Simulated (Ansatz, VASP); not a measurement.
# Cross-check of NaSrH3 between VASP and Ansatz, part 2 of 3

One calculation is typed for both programs; each brings its own data sets. How far apart do they land? The cell is generated by rule, not measured, and may not be a known phase. The cell is taken from a series of runs on this material, whose earlier steps may have relaxed, scaled, displaced or heated it; both programs get it as it stands.

VASP 6.6.1 and Ansatz 0.2.0.

So far: Set-up; Ansatz: zone-centre phonons, PBEsol.

### Step 3. VASP: zone-centre phonons, PBEsol

Level of this step: PBEsol; plane waves and PAW (Na_pv, Sr_sv, H); invented cell (VASP).

The same cell, functional and mesh now go to VASP, with its own data sets.

Lines of VASP's logs that name or quote its potential files are left out, and so is its time.

INCAR reads:

```
SYSTEM = NaSrH3
PREC = Accurate
ENCUT = 500
EDIFF = 1E-08
NELM = 120
ISMEAR = 0
SIGMA = 0.01
LREAL = .FALSE.
ALGO = Normal
GGA = PS
NBANDS = 16
LORBIT = 11
LWAVE = .FALSE.
LCHARG = .FALSE.
ISIF = 2
IBRION = 8
LEPSILON = .TRUE.
LASPH = .TRUE.
GGA_COMPAT = .FALSE.
EFERMI = MIDGAP
KPAR = 2
```

POSCAR reads:

```
NaSrH3
1.0
    4.6424375156      0.0000000000      0.0000000000
    0.0000000000      4.6424375156      0.0000000000
    0.0000000000      0.0000000000      4.6424375156
Na Sr H
1 1 3
Direct
    0.0000000000      0.0000000000      0.0000000000
    0.5000000000      0.5000000000      0.5000000000
    0.5000000000      0.5000000000      0.0000000000
    0.5000000000      0.0000000000      0.5000000000
    0.0000000000      0.5000000000      0.5000000000
```

KPOINTS reads:

```
Automatic mesh
0
Gamma
8 8 8
0 0 0
```

The projector-augmented-wave data sets are Na_pv, Sr_sv and H (PBE family, release 64).

Run with:

```sh
$ mpirun -np 2 vasp_std
```

The program printed:

```text
[banner, memory and clock lines left out]
running    2 mpi-ranks, on    1 nodes
 distrk:  each k-point on    1 cores,    2 groups
 distr:  one band on    1 cores,    1 groups

 POSCAR found type information on POSCAR NaSrH
 POSCAR found :  3 types and       5 ions
|                                                                             |
|               ----> ADVICE to this user running VASP <----                  |
|                                                                             |
|     You enforced a specific xc type in the INCAR file but a different       |
|     [... a line on the potential file left out ...]
|     I HOPE YOU KNOW WHAT YOU ARE DOING!                                     |
|                                                                             |

 LDA part: xc-table for (Slater+PW92), standard interpolation
 POSCAR, INCAR and KPOINTS ok, starting setup
 FFT: planning ... GRIDC
 FFT: planning ... GRID_SOFT
 FFT: planning ... GRID
 WAVECAR not read
 entering main loop
       N       E                     dE             d eps       ncg     rms          rms(c)
DAV:   1     0.124145042178E+03    0.12415E+03   -0.95645E+03  1120   0.109E+03
DAV:   2    -0.578721893634E+01   -0.12993E+03   -0.12603E+03  1248   0.281E+02
DAV:   3    -0.152410588563E+02   -0.94538E+01   -0.94258E+01  1992   0.704E+01
DAV:   4    -0.156240088909E+02   -0.38295E+00   -0.38265E+00  1488   0.888E+00
DAV:   5    -0.156326391733E+02   -0.86303E-02   -0.86290E-02  1712   0.123E+00    0.243E+01
DAV:   6    -0.142756646521E+02    0.13570E+01   -0.13337E+00  1224   0.471E+00    0.145E+01
DAV:   7    -0.138576062162E+02    0.41806E+00   -0.19911E+00  1304   0.530E+00    0.185E+00
DAV:   8    -0.138396140952E+02    0.17992E-01   -0.16232E-01  1456   0.212E+00    0.437E-01
DAV:   9    -0.138376040198E+02    0.20101E-02   -0.45451E-03  1432   0.431E-01    0.327E-01
DAV:  10    -0.138365522766E+02    0.10517E-02   -0.44135E-03  1408   0.432E-01    0.425E-01
DAV:  11    -0.138364755354E+02    0.76741E-04   -0.21525E-04  1584   0.110E-01    0.147E-01
DAV:  12    -0.138364641124E+02    0.11423E-04   -0.79300E-05  1584   0.610E-02    0.137E-02
DAV:  13    -0.138364627903E+02    0.13221E-05   -0.71916E-06  1656   0.138E-02    0.545E-03
DAV:  14    -0.138364620915E+02    0.69876E-06   -0.11382E-06  1352   0.806E-03    0.829E-03
DAV:  15    -0.138364625241E+02   -0.43260E-06   -0.23465E-07  1448   0.471E-03    0.288E-03
DAV:  16    -0.138364625500E+02   -0.25841E-07   -0.11269E-08  1352   0.756E-04    0.125E-03
DAV:  17    -0.138364625630E+02   -0.13012E-07   -0.69183E-09   904   0.463E-04    0.181E-04
DAV:  18    -0.138364625746E+02   -0.11611E-07   -0.60717E-10   848   0.181E-04    0.228E-04
DAV:  19    -0.138364625723E+02    0.23540E-08   -0.16087E-10   736   0.957E-05
   1 F= -.13836463E+02 E0= -.13836463E+02  d E =0.000000E+00
 Linear response reoptimize wavefunctions to high precision
DAV:   1    -0.138364625717E+02    0.57503E-09   -0.73693E-11   888   0.558E-05
DAV:   2    -0.138364625717E+02    0.72760E-11   -0.22924E-11   728   0.267E-05
 Linear response G [H, r] |phi>, progress :
  Direction:   1
       N       E                     dE             d eps       ncg     rms
RMM:   1    -0.725236742442E+02   -0.72524E+02    0.13722E+02  1697   0.128E+02
RMM:   2    -0.732040271214E+02   -0.68035E+00   -0.19778E+01  1973   0.238E+01
RMM:   3    -0.739287165441E+02   -0.72469E+00   -0.70580E+00  2317   0.934E+00
RMM:   4    -0.741023906297E+02   -0.17367E+00   -0.20527E+00  2425   0.395E+00
RMM:   5    -0.741874787569E+02   -0.85088E-01   -0.10066E+00  2555   0.218E+00
RMM:   6    -0.742264292054E+02   -0.38950E-01   -0.45931E-01  2564   0.120E+00
RMM:   7    -0.742360131252E+02   -0.95839E-02   -0.17776E-01  2691   0.752E-01
RMM:   8    -0.742431612675E+02   -0.71481E-02   -0.10648E-01  2732   0.452E-01
RMM:   9    -0.742454658198E+02   -0.23046E-02   -0.31353E-02  2729   0.282E-01
RMM:  10    -0.742461243612E+02   -0.65854E-03    0.72352E-02  2684   0.176E-01
RMM:  11    -0.742464812131E+02   -0.35685E-03    0.21674E-02  2604   0.113E-01
RMM:  12    -0.742465595894E+02   -0.78376E-04    0.42521E-02  2557   0.737E-02
RMM:  13    -0.742466247141E+02   -0.65125E-04    0.75286E-03  2539   0.491E-02
RMM:  14    -0.742466293273E+02   -0.46131E-05    0.19110E-02  2477   0.329E-02
RMM:  15    -0.742466459801E+02   -0.16653E-04    0.20999E-03  2450   0.224E-02
RMM:  16    -0.742466452813E+02    0.69875E-06    0.80464E-03  2363   0.155E-02
RMM:  17    -0.742466482579E+02   -0.29766E-05    0.99861E-04  2316   0.107E-02
RMM:  18    -0.742466478701E+02    0.38778E-06    0.28480E-03  2203   0.772E-03
RMM:  19    -0.742466484452E+02   -0.57506E-06    0.39204E-04  2098   0.552E-03
RMM:  20    -0.742466486309E+02   -0.18571E-06    0.10801E-03  2012   0.416E-03
[...]
RMM:   2    -0.756323946704E+00   -0.48388E-01   -0.97043E-02  4883   0.109E+00    0.137E+00
RMM:   3    -0.731900185245E+00    0.24424E-01   -0.56176E-02  4178   0.106E+00    0.705E-01
RMM:   4    -0.767698492236E+00   -0.35798E-01   -0.41157E-02  4187   0.965E-01    0.357E-01
RMM:   5    -0.794994437987E+00   -0.27296E-01   -0.77300E-03  4488   0.404E-01    0.618E-02
RMM:   6    -0.797922136152E+00   -0.29277E-02   -0.17786E-03  4993   0.136E-01    0.394E-02
[...]
RMM:   8    -0.163130559341E+00    0.44968E-06   -0.32879E-08  5615   0.729E-04    0.109E-04
RMM:   9    -0.163130221596E+00    0.33774E-06   -0.11198E-08  5365   0.423E-04    0.376E-05
RMM:  10    -0.163130087639E+00    0.13396E-06   -0.30351E-09  5662   0.275E-04    0.102E-05
RMM:  11    -0.163130068996E+00    0.18644E-07   -0.76385E-09  5682   0.180E-04    0.761E-06
RMM:  12    -0.163130070881E+00   -0.18850E-08   -0.32984E-09  5594   0.127E-04    0.535E-06
 first order change of Fermi-energy   0.20884E-03
 force on displaced ion       1 direction 1 :   0.103   0.000  -0.000
 Born effective charge ion    1 direction 1 :   1.329   0.000   0.000
 Linear response progress:
  Degree of freedom:   2/  4
       N       E                     dE             d eps       ncg     rms          rms(c)
RMM:   1    -0.297950480171E+00   -0.29795E+00    0.87465E-01  3400   0.392E+00
RMM:   2    -0.302036693252E+00   -0.40862E-02   -0.41332E-02  4344   0.736E-01    0.194E-01
RMM:   3    -0.302549014324E+00   -0.51232E-03   -0.28770E-03  4691   0.261E-01    0.166E-01
RMM:   4    -0.302632796949E+00   -0.83783E-04   -0.40935E-04  4943   0.101E-01    0.813E-02
RMM:   5    -0.302908662074E+00   -0.27587E-03   -0.70114E-05  4789   0.471E-02    0.130E-02
RMM:   6    -0.302980456168E+00   -0.71794E-04   -0.16751E-05  5009   0.174E-02    0.444E-03
RMM:   7    -0.302998177299E+00   -0.17721E-04   -0.26838E-06  4767   0.744E-03    0.322E-03
RMM:   8    -0.302976174221E+00    0.22003E-04   -0.12510E-06  5071   0.363E-03    0.106E-03
RMM:   9    -0.302974252660E+00    0.19216E-05   -0.22088E-06  4949   0.181E-03    0.238E-04
RMM:  10    -0.302972701456E+00    0.15512E-05   -0.81305E-06  5386   0.102E-03    0.784E-05
RMM:  11    -0.302972851552E+00   -0.15010E-06   -0.15834E-06  5458   0.531E-04    0.621E-05
RMM:  12    -0.302972786285E+00    0.65267E-07   -0.34172E-06  5383   0.322E-04    0.439E-05
RMM:  13    -0.302972846731E+00   -0.60446E-07   -0.11998E-06  5571   0.207E-04    0.527E-05
RMM:  14    -0.302972556000E+00    0.29073E-06   -0.17010E-06  4838   0.157E-04    0.186E-04
RMM:  15    -0.302972768049E+00   -0.21205E-06   -0.11371E-06  4936   0.120E-04    0.309E-05
RMM:  16    -0.302972822124E+00   -0.54075E-07   -0.58936E-07  5412   0.881E-05    0.256E-05
RMM:  17    -0.302972827021E+00   -0.48975E-08   -0.42312E-07  4757   0.683E-05    0.317E-05
RMM:  18    -0.302972831795E+00   -0.47740E-08   -0.39233E-07  4046   0.565E-05    0.374E-05
RMM:  19    -0.302972800946E+00    0.30850E-07   -0.25771E-07  4051   0.478E-05    0.491E-05
RMM:  20    -0.302972804075E+00   -0.31293E-08   -0.22989E-07  3396   0.412E-05    0.527E-05
RMM:  21    -0.302972805757E+00   -0.16816E-08   -0.14569E-07  3180   0.359E-05    0.557E-05
RMM:  22    -0.302972792490E+00    0.13267E-07   -0.14694E-07  3336   0.322E-05    0.616E-05
RMM:  23    -0.302972791367E+00    0.11227E-08   -0.90320E-08  2853   0.285E-05    0.645E-05
 first order change of Fermi-energy   0.42878E-03
 force on displaced ion       2 direction 1 :  -6.440   0.000  -0.000
 Born effective charge ion    2 direction 1 :   1.635   0.000   0.000
 Linear response progress:
  Degree of freedom:   3/  4
       N       E                     dE             d eps       ncg     rms          rms(c)
RMM:   1    -0.162267957379E-01   -0.16227E-01   -0.92209E-03  7248   0.326E-01
RMM:   2    -0.161534802041E-01    0.73316E-04   -0.30515E-04  7484   0.722E-02    0.115E-01
RMM:   3    -0.164644436367E-01   -0.31096E-03   -0.94319E-05  7067   0.339E-02    0.579E-02
RMM:   4    -0.171297194666E-01   -0.66528E-03   -0.13405E-04  6944   0.405E-02    0.104E-02
RMM:   5    -0.171922934008E-01   -0.62574E-04   -0.56785E-06  7610   0.118E-02    0.429E-03
RMM:   6    -0.171874809354E-01    0.48125E-05   -0.11307E-06  8016   0.342E-03    0.648E-04
RMM:   7    -0.171879057734E-01   -0.42484E-06   -0.50793E-07  8315   0.176E-03    0.452E-04
RMM:   8    -0.171870947421E-01    0.81103E-06   -0.21337E-07  8680   0.692E-04    0.242E-04
RMM:   9    -0.171868937655E-01    0.20098E-06   -0.13942E-07  8694   0.323E-04    0.410E-05
RMM:  10    -0.171869478565E-01   -0.54091E-07   -0.10119E-08  9369   0.141E-04    0.650E-05
RMM:  11    -0.171869351841E-01    0.12672E-07    0.44942E-08  8993   0.788E-05    0.934E-06
RMM:  12    -0.171869696042E-01   -0.34420E-07    0.38684E-08  9234   0.381E-05    0.757E-06
RMM:  13    -0.171869694928E-01    0.11136E-09   -0.28703E-08  9256   0.190E-05    0.470E-06
 first order change of Fermi-energy  -0.11057E-02
 force on displaced ion       3 direction 1 :   0.301   0.000   0.000
 Born effective charge ion    3 direction 1 :  -0.964   0.000   0.000
 Linear response progress:
  Degree of freedom:   4/  4
       N       E                     dE             d eps       ncg     rms          rms(c)
RMM:   1    -0.160534069494E-01   -0.16053E-01    0.34985E-03  4652   0.411E-01
RMM:   2    -0.161599489174E-01   -0.10654E-03   -0.75342E-04  4533   0.731E-02    0.331E-01
RMM:   3    -0.165249788604E-01   -0.36503E-03   -0.22839E-04  4403   0.507E-02    0.174E-01
RMM:   4    -0.171674025615E-01   -0.64242E-03   -0.11687E-04  4344   0.399E-02    0.984E-03
RMM:   5    -0.172751290304E-01   -0.10773E-03   -0.19592E-05  4627   0.133E-02    0.436E-03
RMM:   6    -0.172831057566E-01   -0.79767E-05   -0.32852E-06  4807   0.481E-03    0.313E-03
RMM:   7    -0.172860644454E-01   -0.29587E-05   -0.67257E-07  4660   0.252E-03    0.166E-03
RMM:   8    -0.172870376347E-01   -0.97319E-06   -0.16644E-07  4754   0.111E-03    0.333E-04
RMM:   9    -0.172873840140E-01   -0.34638E-06   -0.54630E-07  5179   0.506E-04    0.160E-04
RMM:  10    -0.172871490153E-01    0.23500E-06    0.59159E-07  5071   0.263E-04    0.772E-05
RMM:  11    -0.172867997880E-01    0.34923E-06   -0.55296E-07  5188   0.128E-04    0.634E-05
RMM:  12    -0.172868524062E-01   -0.52618E-07    0.28648E-07  5475   0.700E-05    0.269E-05
RMM:  13    -0.172868736450E-01   -0.21239E-07   -0.23023E-07  5379   0.395E-05    0.117E-05
RMM:  14    -0.172868781899E-01   -0.45450E-08    0.11326E-07  4975   0.224E-05    0.108E-05
RMM:  15    -0.172868888949E-01   -0.10705E-07   -0.89177E-08  4580   0.149E-05    0.113E-06
RMM:  16    -0.172868867204E-01    0.21745E-08    0.39755E-08  3688   0.940E-06    0.334E-07
 first order change of Fermi-energy  -0.17086E-03
 force on displaced ion       3 direction 3 :  -0.000   0.000  -5.647
 Born effective charge ion    3 direction 3 :   0.000   0.000  -1.034
 Born effective charges drift removed
 Linear response finished
```

(Part 2 of 3 ends here.)

[Lines on the potential files, build, host, timing and source positions are cut from VASP's logs without a mark.]

[Logs are printed without paths, hosts, clocks, repeated set-up lines and the standing remarks that a program may print on its own settings, such as how far it seeks lower states.]

[Hosts, paths, dates, database ids (printed as entryN), source tags and the programs' standing remarks are cut or masked in the printed files.]
